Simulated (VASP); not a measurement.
Input:

```xyz
3
Lattice="1.7944 -3.1081 0.0000 1.7944 3.1081 0.0000 0.0000 0.0000 5.9233" Properties=species:S:1:pos:R:3 pbc="T T T"
Hf     0.0000     0.0000     0.0000
S      1.7944     1.0360     1.4463
S      1.7944    -1.0360     4.4770
```

Computed with PBEsol GGA, VASP's PBE PAW potentials (set 64) (plane waves; VASP). Numerical set-up: 400 eV cut-off, 10×10×5 Γ-centred mesh, tetrahedra with Blöchl corrections, potentials Hf_pv S.

The job: HfS2 (1T layered), 3 atoms, PBEsol, static run, 400 eV, 10×10×5 Γ-centred mesh. Roughly how much core time does it take on a busy server core?

About 30 core-seconds (one run on a shared machine, a rough figure). It had 58 irreducible k-points, 15 bands, up to 1212 plane waves and 15 electronic steps.

The compound is HfS2 in the 1T layered structure. It was relaxed first.
